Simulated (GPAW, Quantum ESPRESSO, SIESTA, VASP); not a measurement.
## In3As: programs and potentials compared

```
CELL_PARAMETERS angstrom
4.67168 0.00000 0.00000
0.00000 4.67168 0.00000
0.00000 0.00000 4.67168
ATOMIC_POSITIONS crystal
In 0.50287 0.49799 0.99110
In 0.49374 0.98827 0.49555
In 0.99021 0.49748 0.51025
As 0.99893 0.00834 0.99706
```

The cell comes from a database or a generator and needn't be the stable form of this composition.

Atoms were shifted at random by some hundredths of an Å from the given cell, which wasn't relaxed again for these runs.

Alike in all runs: task single point; functional PBE; k mesh 6 × 6 × 6; occupations fermi-dirac, width 0.05 eV; no spin polarisation; no spin-orbit coupling. A missing gap at this level doesn't show that the real crystal is a metal. Pressure is positive in compression and, in plane waves, holds the error of the finite cutoff.

```csv
program and potentials,plane-wave cutoff (eV),notes,band gap (eV),pressure (GPa),largest force (eV/Å),energy over the undisturbed cell (meV/atom)
"VASP, PBE PAW files As, In_d, 520 eV",520,11 valence electrons an atom on average,no gap,0.63,0.198,-
"Quantum ESPRESSO, SSSP 1.3 efficiency PBE",748,11 valence electrons an atom on average,no gap,0.59,0.199,1.58
"GPAW, GPAW PAW data sets (gpaw-data 1.2.1)",600,11 valence electrons an atom on average,no gap,0.36,0.193,1.44
"SIESTA, files PseudoDojo sr-pbe-0.4.1-standard, DZP (energy shift 0.003 Ry; two zetas on semicore shells)",-,atomic basis; 13.5 valence electrons an atom on average,no gap,1.54,0.200,1.87
```

Force on atom 1 (In), eV/Å:

```json
{"program and potentials": "VASP, PBE PAW files As, In_d, 520 eV", "x": "-0.078", "y": "-0.074", "z": "0.166"}
{"program and potentials": "Quantum ESPRESSO, SSSP 1.3 efficiency PBE", "x": "-0.079", "y": "-0.074", "z": "0.167"}
{"program and potentials": "GPAW, GPAW PAW data sets (gpaw-data 1.2.1)", "x": "-0.075", "y": "-0.074", "z": "0.161"}
{"program and potentials": "SIESTA, files PseudoDojo sr-pbe-0.4.1-standard, DZP (energy shift 0.003 Ry; two zetas on semicore shells)", "x": "-0.081", "y": "-0.066", "z": "0.171"}
```

None finds a gap. The pressure spans 0.36 (GPAW, GPAW PAW data sets (gpaw-data 1.2.1)) to 1.54 GPa (SIESTA, files PseudoDojo sr-pbe-0.4.1-standard, DZP (energy shift 0.003 Ry; two zetas on semicore shells)). Rows in atomic bases carry the error of their basis and grid, which can be large.

The functional is the same throughout but for its coding, so the spread measures potentials, basis and numerics; runs on potential files found faulty are left out.
